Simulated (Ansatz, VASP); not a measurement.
## Cross-check of Si2W between VASP and Ansatz

Aim: how closely do two programs agree when they are given the same cell, functional and k mesh? The cell is taken from a series of runs on this material, whose earlier steps may have relaxed, scaled, displaced or heated it; both programs get it as it stands.

Calculated with Ansatz 0.2.0; plane waves, with VASP 6.6.1 beside it; LDA.

## Step 1: The starting structure

It takes space group I4/mmm (No. 139, tetragonal). The conventional cell has a = 3.174 Å, b = 3.174 Å, c = 7.750 Å, α = 90.00°, β = 90.00°, γ = 90.00°. Nearest to Si lie 5 Si at 2.56 to 2.60 Å and 5 W at 2.59 Å. W has 10 Si at 2.59 Å nearest. Farther neighbours are not listed.

Structure file:

```cif
data_structure
_symmetry_space_group_name_H-M 'P 1'
_symmetry_Int_Tables_number 1
_cell_length_a 4.4780
_cell_length_b 4.4780
_cell_length_c 4.4780
_cell_angle_alpha 138.481
_cell_angle_beta 138.481
_cell_angle_gamma 60.167
_cell_volume 39.05
loop_
_atom_site_label
_atom_site_type_symbol
_atom_site_fract_x
_atom_site_fract_y
_atom_site_fract_z
_atom_site_occupancy
Si1 Si 0.33454 0.33454 0.00000 1
Si2 Si 0.66546 0.66546 0.00000 1
W3 W 0.00000 0.00000 0.00000 1
```

## Step 2: Ansatz: zone-centre phonons, LDA

Ansatz runs on its PAW soft_1 files.

Second derivatives magnify differences that forces hide, and they need a tight electronic threshold.

input.yaml

```yaml
crystal:
  lattice:
    - [-1.5872235548, 1.5872235548, 3.8748007336]
    - [1.5872235548, -1.5872235548, 3.8748007336]
    - [1.5872235548, 1.5872235548, -3.8748007336]
  atoms:
    - { symbol: Si, position: [0.3345413408, 0.3345413408, 0.0] }
    - { symbol: Si, position: [0.6654586592, 0.6654586592, 0.0] }
    - { symbol: W, position: [0.0, 0.0, 0.0] }
kpoints:
  mp_grid: { grid: [20, 20, 20] }
hamiltonian:
  xc: lda
  pseudopotentials: { kind: paw, azcp: { folder: soft_1 }, xc_functional: pbe }
scf:
  occupations: { method: methfessel_paxton, width: 0.2 }
output:
  eigenvalues: true
phonons:
  method: dfpt
```

Started as:

```console
> ansatz run input.yaml --threads 4 --pin off --max-ram 10240MiB --backend cpu --events-out ev --progress --plain --runs-dir out
```

Numbers of over 12 decimals in the logs are rounded to 6 here.

The log of the run:

```text
zone centre: on kpoints.mp_grid the ground state, and the responses unless they are solved on pairs of k-points, stand on 1166 of the mesh's 8000 k-points, reduced under 4 symmetry operations, with k and −k counted as one. Each operation leaves every solved displacement unchanged or reverses it
Engine: ansatz 0.2.0, aarch64-unknown-linux-gnu
Pseudopotentials: kind: paw
Pseudopotential: Si, paw, valence charge 4, recommended cutoff 420 eV (normal), soft_1/Si.paw.azcp
Pseudopotential: W, paw, valence charge 14, recommended cutoff 420 eV (normal), soft_1/W.paw.azcp
Functional definition: SPW92
  exchange = slater_x
  correlation = pw_c
Crystal: 3 atoms, lattice volume = 39.047 Å³
Basis set: ecut = 420 eV, 761 PW (Γ), exchange–correlation on 60×60×60 points (8 copies of the dense FFT grid, shifted against one another)
Bands: 15, of which v1, the nominal top of the filled ones, is band 11 counted from 1 (10 counted from 0)
Symmetry: 16 space group operations
k-points: 1166 of 8000 (irreducible under 4 space group operations, time reversal used)
Non-local potential: Si, projectors of the file, l = 0: 2, l = 1: 2, l = 2: 1
Non-local potential: W, projectors of the file, l = 0: 3, l = 1: 2, l = 2: 2, l = 3: 1
PAW form: soft (Blöchl's): semilocal exchange-correlation on the pseudo side does not see the compensation charge
PAW frozen core: Si, regenerated for the run's functional, and the local potential with it (the file was generated under x = pbe(κ = 0.804, μ = 0.219515), c = pbe(β = 0.066725))
PAW frozen core: W, regenerated for the run's functional, and the local potential with it (the file was generated under x = pbe(κ = 0.804, μ = 0.219515), c = pbe(β = 0.066725))
PAW one-centre angular grid: Si, 110 points (default); XC on 64 Gauss nodes
PAW one-centre angular grid: W, 590 points (default); XC on 64 Gauss nodes
Initial density: superposition of atomic densities (chi_scale 0.1, normalization cell, long waves kept (reshape's long-wave potential 0.00 eV rms))
Initial wavefunctions: pseudopotential atomic-orbital guess
Functional: x = slater, c = lda
SCF iter   1: F=—  HF=-11349.573846 eV  |F-HF|=—  |Δ(HF+E_count)|=         —  Δρ=4.70e-2  dr2=8.02e-1  ethr=3.10e-3  ⟨swp⟩=5.3  Hψ=102201  notcnv=0
preconditioner: auto → Kerker (q_TF=auto, 2.480 Å⁻¹)  [metal: Δε(μ)=0.020 eV  Ē_g=8.465 eV  σ=0.200 eV  W_gap=0.08  n_scr=10 (ndim 8)  ℏωp=22.2 eV  f_vac=0.000  D(μ)=0.22/eV (n_scr^D=0)]
SCF iter   2: F=—  HF=-11349.368406 eV  |F-HF|=—  |Δ(HF+E_count)|=   2.05e-1  S|Δr|=    0.00e0  Δρ=2.53e-2  dr2=1.85e-1  ethr=3.10e-3  ⟨swp⟩=2.0  Hψ=30991  notcnv=0
SCF iter   3: F=—  HF=-11349.302456 eV  |F-HF|=—  |Δ(HF+E_count)|=   6.60e-2  S|Δr|=    0.00e0  Δρ=5.92e-3  dr2=1.09e-2  ethr=8.41e-4  ⟨swp⟩=2.7  Hψ=30413  notcnv=0
SCF iter   4: F=—  HF=-11349.298605 eV  |F-HF|=—  |Δ(HF+E_count)|=   3.85e-3  S|Δr|=    0.00e0  Δρ=5.05e-4  dr2=6.03e-5  ethr=4.94e-5  ⟨swp⟩=2.6  Hψ=26903  notcnv=0
SCF iter   5: F=—  HF=-11349.298586 eV  |F-HF|=—  |Δ(HF+E_count)|=   1.91e-5  S|Δr|=    0.00e0  Δρ=6.24e-5  dr2=1.26e-6  ethr=2.74e-7  ⟨swp⟩=2.7  Hψ=28566  notcnv=0
SCF iter   6: F=—  HF=-11349.298588 eV  |F-HF|=—  |Δ(HF+E_count)|=   1.55e-6  S|Δr|=    0.00e0  Δρ=9.57e-6  dr2=3.61e-8  ethr=5.72e-9  ⟨swp⟩=2.6  Hψ=25383  notcnv=0
SCF iter   7: F=—  HF=-11349.298588 eV  |F-HF|=—  |Δ(HF+E_count)|=   8.05e-9  S|Δr|=    0.00e0  Δρ=1.72e-6  dr2=1.45e-9  ethr=1.64e-10  ⟨swp⟩=2.3  Hψ=26602  notcnv=0
SCF iter   8: F=—  HF=-11349.298588 eV  |F-HF|=—  |Δ(HF+E_count)|=  3.78e-10  S|Δr|=    0.00e0  Δρ=2.22e-7  dr2=2.03e-11  ethr=6.59e-12  ⟨swp⟩=2.1  Hψ=25143  notcnv=0
SCF iter   9: F=-11349.298588 eV  HF=-11349.298588 eV  |F-HF|=3.64e-12  |Δ(HF+E_count)|=  9.09e-12  S|Δr|=    0.00e0  Δρ=2.60e-8  dr2=3.06e-13  ethr=1.00e-12  ⟨swp⟩=5.2  Hψ=72153  notcnv=0
the search or the solves at the SCF's close seem to have found levels that the self-consistency loop had missed (the run counts 2). By its estimate they hold under 1e-12 electrons; where the run keeps them, the occupations were computed again with them
SCF 1 converged in 9 iterations: F = -11349.298588 eV  dr2 = 3.06e-13
  greatest PAW one-centre occupation: 0.999 electrons in one spin orbital (limit 2), on the W atom at site 2 (counted from 0), in its partial waves of l = 0
DFPT response loops at Γ: preconditioner auto → Kerker (q_TF=auto, 2.480 Å⁻¹) (partly filled bands, converged f_vac=0.000); β = 1.00, the filter's whole step (`scf.mixing.beta` (0.50) is not read by the response loops under this deck's `scf.mixing.preconditioner`; to damp them name `kerker` or `kerker_dos`, under which they read `scf.mixing.beta`, and type it under 1.00, their step now; both keys bind the ground state too); Broyden in place of MSR1
SCF converged after 9 iterations
Stability not checked: this state was not tested for a lower state beside it, because cold or Methfessel-Paxton smearing, or corrected tetrahedra, fill the levels in a way that the test cannot read (fill_not_monotonic; see scf.lower_state_search)
Free energy (F): -11349.298588 eV
Harris-Foulkes:  -11349.298588 eV  (|F-HF|=3.64e-12)
Internal energy: -11349.299446 eV  (E = F + TS)
E sigma→0 (E₀):  -11349.298802 eV
Entropy (-TS):   0.000858 eV (0.286 meV/atom)
Fermi energy:    17.029382 eV
--- Per-component energies (eV) ---
  E_band       = -74.282658
  E_kinetic    = 517.272320
  E_local      = -870.067903  (includes V_loc(G=0)·N_el)
  E_nonlocal   = 26.568541
  E_hartree    = 379.698569
  E_xc         = -384.119655
  E_vxc        = -335.781815  (∫ρ·V_xc dr)
  E_paw        = -9294.703772  (= ΣΔE_a)
  E_vpaw       = -171.671121  (= ΣTr[D̂ρ^β])
  E_aug_tail   = 0.000201  (compensation charges beyond the density's cutoff)
  E_ewald      = -1724.399657
  E_core_change = 0.451911  (= ΣΔE_core)
  E_smearing   = 0.000858  (= −TS)
  E_closure    = -0.000000  (closes the sum)
  Σ components = -11349.298588   (vs F -11349.298588, Δ=0.00e0)
--- Band table (eV; the first three rows and the last of 1166) ---
  k-point 0: bands = [... 7 lower, 13.5351, 14.1238, 14.1238, 17.6893, 19.9506, 20.0074, 20.2742, 20.2742]
  k-point 1: bands = [... 7 lower, 13.5585, 13.9007, 14.4945, 17.2535, 19.8706, 20.2213, 20.3365, 20.3622]
  k-point 2: bands = [... 7 lower, 13.3511, 13.6307, 15.0137, 16.2668, 19.6489, 20.5051, 20.5533, 20.8233]
  k-point 1165: bands = [... 7 lower, 14.3709, 16.2560, 16.2560, 16.5122, 16.5122, 17.8763, 21.6445, 22.2134]
--- Phonons (Γ-DFPT): 4 representative perturbations + reference, on 1166 of 8000 k-points (Σ response iterations 12) ---
  k mesh reduced under 4 symmetry operations, with k and −k counted as one. Each operation leaves every solved displacement unchanged or reverses it
  ASR residual: 1.073e-5 → 0.000e0 eV/Å²; symmetrization residual: 1.692e-6 eV/Å²
  ASR residual per site (eV/Å²): 5.65e-6 5.65e-6 1.07e-5
  Γ frequencies (cm⁻¹): 0.00 0.00 0.00 269.64 269.64 313.74 348.03 348.03 457.57
  non-analytic LO–TO correction: not included (Born effective charges unavailable; polar crystals: no LO–TO splitting at Γ)
```

[end of part 1 of 2]

[Lines on the potential files, build, host, timing and source positions are cut from VASP's logs without a mark.]

[Logs are printed without paths, hosts, clocks, repeated set-up lines and the standing remarks that a program may print on its own settings, such as how far it seeks lower states.]

[Hosts, paths, dates, database ids (printed as entryN), source tags and the programs' standing remarks are cut or masked in the printed files.]
